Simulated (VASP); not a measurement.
Method: HSE06 screened hybrid, VASP's PBE PAW potentials (set 64) (plane waves; VASP 6.6.1).

Input for VASP

**KPOINTS**
```
kpoints
0
G
1 1 1
```

### POSCAR
```
Ga32As31N
1
   11.5222104216     0.0000000000     0.0000000000
    0.0000000000    11.5222104216     0.0000000000
    0.0000000000     0.0000000000    11.5222104216
Ga As N
32 31 1
Direct
  0.5016278736   0.0026623210   0.0026177415
  0.7501717267   0.2493748028   0.0018023360
  0.7502313131   0.0018351830   0.2492882701
  0.9992905284   0.0005387521   0.0005053722
  0.2524646157   0.2517805774   0.0026355338
  0.4992005949   0.5004938216   0.0016625980
  0.7480832809   0.7473380598   0.0025416564
  0.2524557073   0.0027414174   0.2517675646
  0.5200136404   0.2703736218   0.2704332583
  0.7293282145   0.4795061251   0.2700736650
  0.4991442720   0.0017059858   0.5004362913
  0.7292807288   0.2700147993   0.4793976949
  0.7480633456   0.0025451362   0.7473194639
  0.9971632574   0.4982480467   0.0024857118
  0.2503524007   0.7495277995   0.0004537249
  0.9978070880   0.2496188815   0.2495124942
  0.2515087488   0.5005708826   0.2493743232
  0.4992891332   0.7481838955   0.2495547610
  0.9971961411   0.0024986775   0.4982298889
  0.2515219209   0.2494288796   0.5004833679
  0.5200378246   0.4794645837   0.4794789692
  0.7501984412   0.7478581825   0.5003100248
  0.2503548280   0.0005359782   0.7494780864
  0.4992689232   0.2495780817   0.7481102945
  0.7501982343   0.5003238214   0.7476591296
  0.9971573208   0.7473142242   0.2516971802
  0.9974543425   0.5002734463   0.5003447813
  0.2524525796   0.7471861593   0.4981498279
  0.9971612008   0.2516802802   0.7473605937
  0.2524684368   0.4981605831   0.7471418455
  0.5016280015   0.7473334055   0.7473396712
  0.9992693269   0.7494618919   0.7494326399
  0.6237189382   0.1313296890   0.1313725769
  0.8684810228   0.3760615001   0.1312958339
  0.8685335688   0.1312279495   0.3760723510
  0.1254591938   0.1255202722   0.1255381312
  0.3812285997   0.3739612701   0.1313698292
  0.6258703565   0.6185816401   0.1313697946
  0.8744668299   0.8743529937   0.1254543831
  0.3811783795   0.1312797834   0.3739380222
  0.8684370891   0.6185163451   0.3736656572
  0.6258582383   0.1312687176   0.6185910174
  0.8684100753   0.3734586884   0.6185374482
  0.8744190937   0.1253960048   0.8744038909
  0.1242954996   0.6245597284   0.1253997264
  0.3754104102   0.8755738736   0.1255180328
  0.1248919994   0.3750139556   0.3750694506
  0.3812735170   0.6185215208   0.3759989495
  0.6249959510   0.8749776390   0.3750466255
  0.1243127440   0.1253840265   0.6245665529
  0.3812203347   0.3760426083   0.6186298428
  0.6235982126   0.6184885504   0.6184808973
  0.8743763423   0.8754181649   0.6244747837
  0.3754258474   0.1254859639   0.8756057599
  0.6249969348   0.3750045081   0.8749648556
  0.8743676561   0.6244050552   0.8754042064
  0.1249384379   0.8749030233   0.3749825618
  0.1253108165   0.6243760329   0.6244216827
  0.3753394387   0.8742902534   0.6245579290
  0.1249308925   0.3749536250   0.8749704784
  0.3753571699   0.6245217551   0.8743452754
  0.6249437540   0.8749645593   0.8749827805
  0.1249459459   0.8749963142   0.8750133779
  0.6246937177   0.3748076836   0.3748985329
```

**INCAR**
```
SYSTEM = Ga32As31N
PREC = Normal
ENCUT = 400
EDIFF = 1E-5
NELM = 50
ALGO = Normal
LREAL = Auto
LASPH = .TRUE.
ISMEAR = 0
SIGMA = 0.05
GGA = PE
LMAXMIX = 4
LWAVE = .FALSE.
LCHARG = .FALSE.
NELMIN = 4
ISYM = 0
HFSCREEN = 0.2
AEXX = 0.25
LHFCALC = .TRUE.
PRECFOCK = Fast
ISIF = 0
```

POTCAR, in this order: Ga As N (PBE.64 set). Program: vasp_gam. Read from the step before: WAVECAR.

Output

File OSZICAR:
```
       N       E                     dE             d eps       ncg     rms          rms(c)
DAV:   1    -0.314220473648E+03   -0.31422E+03   -0.23914E+01   322   0.125E+01    0.131E+01
DAV:   2    -0.314612467167E+03   -0.39199E+00   -0.80268E-01   363   0.158E+00    0.874E+00
DAV:   3    -0.314521864516E+03    0.90603E-01   -0.24155E-01   363   0.881E-01    0.518E+00
DAV:   4    -0.314484710878E+03    0.37154E-01   -0.49179E-02   363   0.412E-01    0.292E+00
DAV:   5    -0.314475730944E+03    0.89799E-02   -0.30419E-02   355   0.265E-01    0.166E+00
DAV:   6    -0.314471521210E+03    0.42097E-02   -0.18724E-03   364   0.119E-01    0.926E-01
DAV:   7    -0.314470195830E+03    0.13254E-02   -0.32005E-03   356   0.104E-01    0.492E-01
DAV:   8    -0.314469885351E+03    0.31048E-03   -0.91637E-04   348   0.570E-02    0.263E-01
DAV:   9    -0.314469707774E+03    0.17758E-03   -0.19805E-04   452   0.331E-02    0.136E-01
DAV:  10    -0.314469695195E+03    0.12579E-04   -0.18284E-04   340   0.231E-02    0.712E-02
DAV:  11    -0.314469684885E+03    0.10310E-04   -0.12599E-05   235   0.125E-02    0.376E-02
DAV:  12    -0.314469689240E+03   -0.43553E-05   -0.40997E-05   307   0.108E-02
   1 F= -.31446969E+03 E0= -.31446969E+03  d E =-.217018E-11
```

### OUTCAR
```
------------------------ aborting loop because EDIFF is reached ----------------------------------------
  volume of cell :     1529.70
      direct lattice vectors                 reciprocal lattice vectors
    11.522210422  0.000000000  0.000000000     0.086788903  0.000000000  0.000000000
     0.000000000 11.522210422  0.000000000     0.000000000  0.086788903  0.000000000
     0.000000000  0.000000000 11.522210422     0.000000000  0.000000000  0.086788903
  FREE ENERGIE OF THE ION-ELECTRON SYSTEM (eV)
  ---------------------------------------------------
  free  energy   TOTEN  =      -314.4696892398 eV

  energy  without entropy=     -314.4696892398  energy(sigma->0) =     -314.46968924

  exchange ACFDT corr.  =         0.00000000  see jH, gK, PRB 81, 115126
```
(Selected blocks of OUTCAR.)

The supercell is sampled at Γ alone, which is coarse: total energies, pressure and levels can be off, energies of defects by several tenths of an eV.

The cell is a supercell with a defect, built from GaAs (zinc blende): N_As. The cell's shape comes from a PBE relaxation. The run is not spin-polarised, so no state with unpaired spins was tried.
